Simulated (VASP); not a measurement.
OSZICAR of a VASP run on TaSi (relaxed from the CsCl structure, space group Pm-3m):

### OSZICAR
```
       N       E                     dE             d eps       ncg     rms          rms(c)
DAV:   1     0.577134995262E+02    0.57713E+02   -0.69123E+03  1848   0.102E+03
DAV:   2    -0.174865768418E+02   -0.75200E+02   -0.72426E+02  2076   0.255E+02
DAV:   3    -0.194020351543E+02   -0.19155E+01   -0.18297E+01  2369   0.361E+01
DAV:   4    -0.194306692282E+02   -0.28634E-01   -0.28669E-01  2242   0.407E+00
DAV:   5    -0.194311116307E+02   -0.44240E-03   -0.44398E-03  2289   0.462E-01    0.164E+01
DAV:   6    -0.186711503086E+02    0.75996E+00   -0.23582E+00  2148   0.127E+01    0.720E+00
DAV:   7    -0.186128900268E+02    0.58260E-01   -0.12891E-01  2305   0.327E+00    0.275E+00
DAV:   8    -0.185998919149E+02    0.12998E-01   -0.14880E-02  2104   0.872E-01    0.187E-01
DAV:   9    -0.185998133105E+02    0.78604E-04   -0.33105E-04  2293   0.194E-01    0.112E-01
DAV:  10    -0.185998152989E+02   -0.19884E-05   -0.39723E-05  2422   0.726E-02    0.974E-03
DAV:  11    -0.185998092313E+02    0.60676E-05   -0.31645E-06  2283   0.186E-02    0.788E-03
DAV:  12    -0.185998087872E+02    0.44414E-06   -0.12425E-07  1367   0.361E-03    0.283E-04
DAV:  13    -0.185998088791E+02   -0.91881E-07   -0.11812E-08  1170   0.105E-03
   1 F= -.18599809E+02 E0= -.18599809E+02  d E =0.000000E+00
```

### Question
Which electronic solver shows in the log?

### Answer
It is blocked Davidson (ALGO = Normal, or the opening steps of other solvers). The INCAR had ALGO = Normal.

### Question
Can the final energy be trusted as converged?

### Answer
The run converged. It stopped with EDIFF = 1E-7, NELM = 100 (PBEsol GGA, plane waves, VASP's PBE PAW potentials (set 64)).

The structure was generated: TaSi was put into the CsCl type (Pm-3m), which need not be its known phase. It was relaxed first. The electron count is odd and the run is not spin-polarised, which forces a metal.
